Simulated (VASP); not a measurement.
The system is InAs.

```
In As
1.0
     0.00000    3.01800    3.01800
     3.01800    0.00000    3.01800
     3.01800    3.01800    0.00000
In As
1 1
Direct
  0.00000 0.00000 0.00000
  0.25000 0.25000 0.25000
```

- Program: VASP 6.6.1
- Task: relaxation of cell and atoms
- Functional: r2SCAN
- Potentials or basis: VASP PAW PBE potentials, release 64 (In_d, As)
- Cutoff: 600 eV
- k mesh: 10 × 10 × 10
- Occupations: gaussian, width 0.03 eV
- Spin: no spin polarisation

At the start: pressure 2.3 GPa; volume 27.49 Å³/atom.

Question: How do energy, volume and symmetry change on relaxing?

Answer: Over 3 steps the energy falls by 6.9 meV/atom and the volume is 28.52 Å³/atom (+3.7 %); space group F-43m (No. 216, to 0.05 Å).

The path:
```
step  energy change (eV)  largest force (eV/Å)  pressure (GPa)  volume (Å³)
   1              0.0000                0.0000            2.29        54.98
   2             -0.0100                0.0000           -1.84        58.16
   3             -0.0139                0.0000           -0.03        57.03
```

Final structure:
```cif
data_structure
_symmetry_space_group_name_H-M 'P 1'
_symmetry_Int_Tables_number 1
_cell_length_a 4.3206
_cell_length_b 4.3206
_cell_length_c 4.3206
_cell_angle_alpha 60.000
_cell_angle_beta 60.000
_cell_angle_gamma 60.000
_cell_volume 57.03
loop_
_atom_site_label
_atom_site_type_symbol
_atom_site_fract_x
_atom_site_fract_y
_atom_site_fract_z
_atom_site_occupancy
In1 In 0.00000 0.00000 0.00000 1
As1 As 0.25000 0.25000 0.25000 1
```

Caveat: the PAW data sets were made with another functional, which shifts forces and pressure a little.
